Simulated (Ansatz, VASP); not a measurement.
BaSbH5: VASP beside Ansatz

```
Ba Sb H
1.0
     3.76281    0.00000    0.00000
     0.00000    3.76281    0.00000
     0.00000    0.00000    6.63336
Ba Sb H
1 1 5
Direct
  0.50000 0.50000 0.00000
  0.00000 0.00000 0.50000
  0.00000 0.50000 0.28575
  0.00000 0.50000 0.71425
  0.50000 0.00000 0.28575
  0.50000 0.00000 0.71425
  0.00000 0.00000 0.00000
```

Change from the starting cell: species swapped into the InAsPt5 type (P4/mmm, No. 123).

Alike in both runs: task single point; functional PBE; k mesh 4 × 4 × 4; occupations gaussian, width 0.1 eV; no spin polarisation.

|  | VASP | Ansatz |
| --- | --- | --- |
| version | VASP 6.6.1 | Ansatz 0.2.0 |
| potentials or method | VASP PAW PBE potentials, release 64 (Ba_sv, Sb, H) | scalar-relativistic, plane waves, PAW |
| plane-wave cutoff (eV) | 520 | 420 |
| valence electrons in the cell | 20 | 30 |

|  | VASP | Ansatz | Ansatz less VASP |
| --- | --- | --- | --- |
| gap on the k mesh at the Fermi level (eV) | none | none | - |
| pressure (GPa) | -2.0 | -2.5 | -0.49 |
| largest component of the traceless stress (GPa) | 3.50 | 3.48 | -0.011 |
| rms of the force components (eV/Å) | 0.322 | 0.310 | -0.0114 |

Atom by atom the forces differ by 0.011 eV/Å (rms over components). A gap of «none» marks a metal or a gap that the smearing closes. The two sets of potentials don't hold the same shells in valence.

Caveats: the k mesh is coarse (spacing up to 0.42 Å⁻¹), so the values aren't converged. The runs have no spin-orbit coupling, so splittings on Ba, Sb are missing.
